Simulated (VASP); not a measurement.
Data:

```
Sn3Si
1.0
   -0.05399     6.25441     6.27690
    6.25441    -0.05399     6.27690
    3.10021     3.10021     0.00000
Sn Si
6 2
Direct
  0.99664   0.99664   0.00672
  0.12836   0.12836   0.24328
  0.97912   0.50780   0.01308
  0.14588   0.61720   0.23692
  0.50780   0.97912   0.01308
  0.61720   0.14588   0.23692
  0.51124   0.51124   0.97753
  0.61376   0.61376   0.27247
```

The numbers are results of PBEsol GGA, VASP's PBE PAW potentials (set 64) (plane waves; VASP 6.6.1), not measurements. Settings: 400 eV cut-off, Gaussian smearing of 0.050 eV, potentials Sn_d Si.

Problem. Give the energies of bands 40 to 53 at the high-symmetry points, in eV from the Fermi level.

Solution. 
| band | Γ | Y | C0 | Z | A0 | T | S | R |
|---|---|---|---|---|---|---|---|---|
| 40 | -1.47 | -3.00 | -2.69 | -3.52 | -2.88 | -2.81 | -3.05 | -3.39 |
| 41 | -1.42 | -2.67 | -2.69 | -3.31 | -2.68 | -2.56 | -2.76 | -2.96 |
| 42 | -1.32 | -1.87 | -1.85 | -3.31 | -2.68 | -2.56 | -1.56 | -2.96 |
| 43 | -0.89 | -1.63 | -1.75 | -2.97 | -2.10 | -1.23 | -1.23 | -2.36 |
| 44 | -0.61 | -1.24 | -1.26 | -2.97 | -2.10 | -1.23 | -0.65 | -2.36 |
| 45 | 0.05 | -0.96 | -1.16 | -1.32 | -1.26 | -1.06 | -0.39 | -1.68 |
| 46 | 0.13 | -0.75 | -0.36 | -1.32 | -1.26 | -1.06 | -0.30 | -1.68 |
| 47 | 0.14 | 0.12 | 0.20 | 1.51 | 0.50 | -0.10 | -0.19 | 0.70 |
| 48 | 0.39 | 0.92 | 1.58 | 1.51 | 0.50 | -0.10 | 0.83 | 0.70 |
| 49 | 0.43 | 1.42 | 1.86 | 3.14 | 0.83 | 0.41 | 1.24 | 1.62 |
| 50 | 0.60 | 2.23 | 2.05 | 3.14 | 0.83 | 0.41 | 1.79 | 1.62 |
| 51 | 0.78 | 2.32 | 2.08 | 3.17 | 1.39 | 0.85 | 2.71 | 2.98 |
| 52 | 1.98 | 2.52 | 2.61 | 3.17 | 1.39 | 0.85 | 2.85 | 2.98 |
| 53 | 2.30 | 3.66 | 3.08 | 3.45 | 3.10 | 3.13 | 3.14 | 3.62 |

It has no gap at this level: it comes out as a metal or semimetal.

The structure was generated: Sn6Si2 was put into an ordered model structure (Cmcm), which need not be its known phase. It was relaxed first.
